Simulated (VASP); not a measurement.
Data:

```xyz
1
Lattice="-1.7753 1.7753 1.7753 1.7753 -1.7753 1.7753 1.7753 1.7753 -1.7753" Properties=species:S:1:pos:R:3 pbc="T T T"
Mg     0.0000     0.0000     0.0000
```

All values below come from r2SCAN meta-GGA, VASP's PBE PAW potentials (set 64) (plane waves; VASP). Numerical set-up: 400 eV cut-off, 16×16×16 Γ-centred mesh, tetrahedra with Blöchl corrections, potentials Mg.

Task: Estimate the energy per atom (σ→0), band gap (over mesh and band path) with the smallest direct gap where there is one.

Result: 
- band gap (over mesh and band path): none (metal, semimetal or under 0.01 eV)
- energy per atom (σ→0): -4.121 eV/atom

The structure was generated: Mg was put into the bcc type (Im-3m), which need not be its known phase. It was relaxed first.
